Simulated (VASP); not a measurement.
**HfB2: formation energy of interstitial O**

How easily does interstitial O form in HfB2? The host is relaxed first, then a supercell is run with and without the defect. The start is a cell from a database of measured crystal structures.

Calculated with VASP 6.6.1; r2SCAN; plane waves and PAW (Hf, B), in the first sound run; inputs show where later runs differ.

### 1. The host crystal

The structure is hexagonal, space group P6/mmm (No. 191). The conventional cell has a = 3.140 Å, b = 3.140 Å, c = 3.480 Å, α = 90.00°, β = 90.00°, γ = 120.00°. Hf has 12 B at 2.51 Å nearest. B has 3 B at 1.81 Å and 6 Hf at 2.51 Å nearest. Farther neighbours are not listed.

### 2. The host at zero pressure

First cell and atoms are relaxed at a raised cutoff, so that later runs start from this functional's own cell.

Input file INCAR:

```
SYSTEM = HfB2
PREC = Accurate
ENCUT = 420
EDIFF = 1E-06
NELM = 120
ISMEAR = 0
SIGMA = 0.05
LREAL = .FALSE.
ALGO = Normal
METAGGA = R2SCAN
LASPH = .TRUE.
NBANDS = 11
LORBIT = 11
LWAVE = .FALSE.
LCHARG = .FALSE.
KPAR = 4
IBRION = 2
NSW = 40
ISIF = 3
EDIFFG = -0.02
POTIM = 0.4
```

Input file POSCAR:

```
HfB2
1.0
    3.1400000000      0.0000000000      0.0000000000
   -1.5700000000      2.7193197679      0.0000000000
    0.0000000000      0.0000000000      3.4800000000
Hf B
1 2
Direct
    0.0000000000      0.0000000000      0.0000000000
    0.6666666667      0.3333333333      0.5000000000
    0.3333333333      0.6666666667      0.5000000000
```

Input file KPOINTS:

```
Automatic mesh
0
Gamma
7 7 6
0 0 0
```

PAW data sets: Hf and B (PBE family, release 64).

Run with:

```console
> mpirun -np 4 vasp_std
```

Log:

```text
[banner, memory and clock lines left out]
running    4 mpi-ranks, on    1 nodes
 distrk:  each k-point on    1 cores,    4 groups
 distr:  one band on    1 cores,    1 groups

 POSCAR found type information on POSCAR HfB
 POSCAR found :  2 types and       3 ions
|                                                                             |
|               ----> ADVICE to this user running VASP <----                  |
|                                                                             |
|     You enforced a specific xc type in the INCAR file but a different       |
|     [... a line on the potential file left out ...]
|     I HOPE YOU KNOW WHAT YOU ARE DOING!                                     |
|                                                                             |

 LDA part: xc-table for (None), standard interpolation
 POSCAR, INCAR and KPOINTS ok, starting setup
 FFT: planning ... GRIDC
 FFT: planning ... GRID_SOFT
 FFT: planning ... GRID
 WAVECAR not read
 entering main loop
       N       E                     dE             d eps       ncg     rms          rms(c)
DAV:   1    -0.340672334214E+02   -0.34067E+02   -0.40853E+03   704   0.690E+02
DAV:   2    -0.642968941237E+02   -0.30230E+02   -0.29174E+02   940   0.123E+02
DAV:   3    -0.652199379489E+02   -0.92304E+00   -0.91602E+00   979   0.195E+01
DAV:   4    -0.652250457064E+02   -0.51078E-02   -0.51039E-02   938   0.133E+00
DAV:   5    -0.652250663440E+02   -0.20638E-04   -0.20637E-04   942   0.779E-02    0.183E+01
DAV:   6    -0.632000975772E+02    0.20250E+01   -0.40571E+00   886   0.115E+01    0.997E+00
DAV:   7    -0.631067713052E+02    0.93326E-01   -0.66558E-01   957   0.473E+00    0.265E+00
DAV:   8    -0.630980955316E+02    0.86758E-02   -0.37381E-02  1003   0.121E+00    0.583E-01
DAV:   9    -0.630980846765E+02    0.10855E-04   -0.22242E-03  1028   0.344E-01    0.210E-01
DAV:  10    -0.630981640612E+02   -0.79385E-04   -0.20336E-04   877   0.946E-02    0.845E-02
DAV:  11    -0.630981599240E+02    0.41372E-05   -0.74953E-05   963   0.572E-02    0.117E-02
DAV:  12    -0.630981590987E+02    0.82526E-06   -0.19678E-06   875   0.108E-02
   1 F= -.63098159E+02 E0= -.63097866E+02  d E =-.630982E+02
 curvature:   0.00 expect dE= 0.000E+00 dE for cont linesearch  0.000E+00
 trial: gam= 0.00000 g(F)=  0.120E-47 g(S)=  0.341E-02 ort = 0.000E+00 (trialstep = 0.100E+01)
 search vector abs. value=  0.341E-02
 bond charge predicted
       N       E                     dE             d eps       ncg     rms          rms(c)
DAV:   1    -0.630981113020E+02    0.48622E-04   -0.25693E-02   731   0.154E+00    0.434E-01
DAV:   2    -0.630983499659E+02   -0.23866E-03   -0.65915E-04  1041   0.167E-01    0.269E-01
DAV:   3    -0.630983346835E+02    0.15282E-04   -0.26572E-05  1031   0.430E-02    0.404E-02
DAV:   4    -0.630983388003E+02   -0.41167E-05   -0.12814E-06   814   0.962E-03    0.672E-03
DAV:   5    -0.630983382083E+02    0.59198E-06   -0.22818E-07   490   0.369E-03
   2 F= -.63098338E+02 E0= -.63098042E+02  d E =-.179110E-03
 trial-energy change:   -0.000179  1 .order   -0.000110   -0.003408    0.003188
 step:   0.5324(harm=  0.5166)  dis= 0.00000  next Energy=   -63.099077 (dE=-0.918E-03)
 bond charge predicted
       N       E                     dE             d eps       ncg     rms          rms(c)
DAV:   1    -0.630990648685E+02   -0.72607E-03   -0.55910E-03   710   0.717E-01    0.204E-01
DAV:   2    -0.630991009923E+02   -0.36124E-04   -0.14740E-04  1035   0.789E-02    0.126E-01
DAV:   3    -0.630990786846E+02    0.22308E-04   -0.58631E-06   991   0.202E-02    0.192E-02
DAV:   4    -0.630990763380E+02    0.23467E-05   -0.27107E-07   514   0.456E-03    0.295E-03
DAV:   5    -0.630990766578E+02   -0.31989E-06   -0.64080E-08   442   0.210E-03
   3 F= -.63099077E+02 E0= -.63098782E+02  d E =-.917559E-03
 curvature:  -0.26 expect dE=-0.425E-05 dE for cont linesearch -0.508E-06
 trial: gam= 0.02886 g(F)=  0.165E-49 g(S)=  0.165E-04 ort =-0.819E-04 (trialstep = 0.906E+00)
 search vector abs. value=  0.146E-04
 reached required accuracy - stopping structural energy minimisation
```

Wall time 34 s (4 MPI ranks of AMD EPYC 7R43, shared host); peak memory 0.44 GiB; 2.2 min of CPU time.

The logs omit lines about the potential files and the build; timing stands in the text.

From OUTCAR (step 2):

```text
ion  position               nearest neighbor table
   1  0.000  0.000  0.000-   2 2.51   3 2.51   2 2.51   3 2.51   2 2.51   2 2.51   3 2.51   3 2.51
                             2 2.51   2 2.51   3 2.51   3 2.51
   2  0.667  0.333  0.500-   3 1.81   3 1.81   3 1.81   1 2.51   1 2.51   1 2.51   1 2.51   1 2.51
                             1 2.51
   3  0.333  0.667  0.500-   2 1.81   2 1.81   2 1.81   1 2.51   1 2.51   1 2.51   1 2.51   1 2.51
                             1 2.51

  LATTYP: Found a hexagonal cell.
 ALAT       =     3.1400000000
 C/A-ratio  =     1.1082802548

 Subroutine GETGRP returns: Found 24 space group operations
 (whereof 24 operations were pure point group operations)

The static configuration has the point symmetry D_6h.

 Found     32 irreducible k-points:

   k-points           NKPTS =     32   k-points in BZ     NKDIM =     32   number of bands    NBANDS=     11

   dimension x,y,z NGX =    24 NGY =   24 NGZ =   24
   dimension x,y,z NGXF=    48 NGYF=   48 NGZF=   48

   ENCUT  =  420.0 eV  30.87 Ry    5.56 a.u.   5.25  5.25  5.82*2*pi/ulx,y,z

   NELECT =      10.0000    total number of electrons

 k-points in reciprocal lattice and weights: Automatic mesh
   0.00000000  0.00000000  0.00000000       0.003
   0.14285714  0.00000000  0.00000000       0.020
   0.28571429  0.00000000  0.00000000       0.020
   0.42857143  0.00000000  0.00000000       0.020
   0.14285714  0.14285714  0.00000000       0.020
   0.28571429  0.14285714  0.00000000       0.041
   0.42857143  0.14285714  0.00000000       0.020
   0.28571429  0.28571429  0.00000000       0.020
   0.00000000  0.00000000  0.16666667       0.007
[...]
0.42857143  0.14285714  0.50000000       0.020
   0.28571429  0.28571429  0.50000000       0.020

 average (electrostatic) potential at core
       1 -38.1480       2 -25.9627       3 -25.9627

 E-fermi :   7.7775

 k-point     1 :       0.0000    0.0000    0.0000
  band No.  band energies     occupation
      1      -6.6658      2.00000
      2       4.9043      2.00000
      3       4.9503      2.00000
      4       4.9733      2.00000
      5       4.9733      2.00000
      6      12.2447      0.00000
      7      12.2447      0.00000
      8      12.9705      0.00000
      9      12.9705      0.00000
     10      13.1788      0.00000
    ...

 k-point     2 :       0.1429    0.0000    0.0000
  band No.  band energies     occupation
      1      -6.2266      2.00000
      2       3.7408      2.00000
      3       4.6124      2.00000
      4       4.9129      2.00000
      5       5.3187      2.00000
      6      10.8810      0.00000
      7      11.9274      0.00000
      8      11.9412      0.00000
      9      12.6029      0.00000
     10      14.2932      0.00000
    ...

 k-point     3 :       0.2857    0.0000    0.0000
  band No.  band energies     occupation
      1      -5.0020      2.00000
      2       1.4245      2.00000
      3       4.0293      2.00000
      4       4.6522      2.00000
      5       5.6376      2.00000
      6      10.4057      0.00000
      7      11.3459      0.00000
      8      11.5616      0.00000
      9      12.4145      0.00000
     10      14.4937      0.00000
    ...

  Total       -0.0015457     -0.0015457      0.0357189     -0.0000000     -0.0000000     -0.0000000
  in kB       -0.0838403     -0.0838403      1.9374910     -0.0000000     -0.0000000     -0.0000000
  external PRESSURE =       0.5899368 kB  Pullay stress =       0.0000000 kB

  energy-cutoff  :      420.00
  volume of cell :       29.54
      direct lattice vectors                 reciprocal lattice vectors
     3.132835059 -0.000000000 -0.000000000     0.319199697  0.184290031  0.000000000
    -1.566417529  2.713114747 -0.000000000     0.000000000  0.368580061  0.000000000
     0.000000000  0.000000000  3.475065740     0.000000000  0.000000000  0.287764340

 POSITION                                       TOTAL-FORCE (eV/Angst)
 -----------------------------------------------------------------------------------
      0.00000      0.00000      0.00000        -0.000000      0.000000      0.000000
      1.56642      0.90437      1.73753         0.000000     -0.000000     -0.000000
     -0.00000      1.80874      1.73753        -0.000000      0.000000      0.000000
 -----------------------------------------------------------------------------------
    total drift:                                0.000000     -0.000000      0.000000

  FREE ENERGIE OF THE ION-ELECTRON SYSTEM (eV)
  ---------------------------------------------------
  free  energy   TOTEN  =       -63.0990766578 eV

  energy  without entropy=      -63.0984870071  energy(sigma->0) =      -63.09878183

 reached required accuracy - stopping structural energy minimisation

 total charge
# of ion       s       p       d       tot
------------------------------------------
    1        0.459   0.744   2.502   3.706
    2        0.680   1.276   0.000   1.957
    3        0.680   1.276   0.000   1.957
--------------------------------------------------
tot          1.820   3.297   2.502   7.619

[... 3 further parts left out ...]
```

CONTCAR:

```
HfB2
   1.00000000000000
     3.1328350586418017   -0.0000000000000000   -0.0000000000000000
    -1.5664175293209008    2.7131147466670593   -0.0000000000000000
     0.0000000000000000    0.0000000000000000    3.4750657398800442
  Hf              B
     1     2
Direct
     0.0000000000000000    0.0000000000000000    0.0000000000000000
     0.6666666667000030    0.3333333332999970    0.5000000000000000
     0.3333333332999970    0.6666666667000030    0.5000000000000000
```

The k-mesh is coarse for a metal. The PAW data sets were made with PBE, which is usual practice but a small mismatch for other functionals. The data set Hf keeps the semicore shell frozen, which is cheaper and a little less accurate. The run keeps the 24 symmetry operations of its start, so it cannot find a distortion of lower symmetry.

The steps of the relaxation:

```
step  energy less that of the first step (eV)  largest force (eV/Å)  pressure (GPa)  volume (Å³)
   1                                   0.0000                0.0000           -1.57        29.71
   2                                  -0.0002                0.0000            1.53        29.38
   3                                  -0.0009                0.0000            0.06        29.54
```

```
conventional cell, symmetrised  before  after  change
                         a (Å)   3.140  3.133  -0.2 %
                         b (Å)   3.140  3.133  -0.2 %
                         c (Å)   3.480  3.475  -0.1 %
              volume (Å³/atom)    9.90   9.85  -0.6 %
```

The relaxed structure:

```
Hf B
1.0
     3.13284    0.00000    0.00000
    -1.56642    2.71311    0.00000
     0.00000    0.00000    3.47507
Hf B
1 2
Direct
  0.00000 0.00000 0.00000
  0.66667 0.33333 0.50000
  0.33333 0.66667 0.50000
```

Numbers from this step:

| Item | Value |
| --- | --- |
| electronic cycles | 22 |
| electrons | 10 |
| free energy (TOTEN) | -63.0991 eV |
| energy at zero smearing | -63.0988 eV |
| Fermi energy | 7.777 eV |
| labelled metallic, from the levels on this mesh | yes |

The run ended after 3 ionic steps, 0.001 eV below its first step, once forces and stress met EDIFFG = -0.02.

(Continued in part 2 of 5.)

[Lines on the potential files, build, host, timing and source positions are cut from VASP's logs without a mark.]

[Logs are printed without paths, hosts, clocks, repeated set-up lines and the standing remarks that a program may print on its own settings, such as how far it seeks lower states.]

[Hosts, paths, dates, database ids (printed as entryN), source tags and the programs' standing remarks are cut or masked in the printed files.]

[In band tables of VASP the shares of atoms and orbitals are scaled to a sum of 1 inside the atoms' spheres.]

[Runs that stopped without an error message from VASP are left out.]
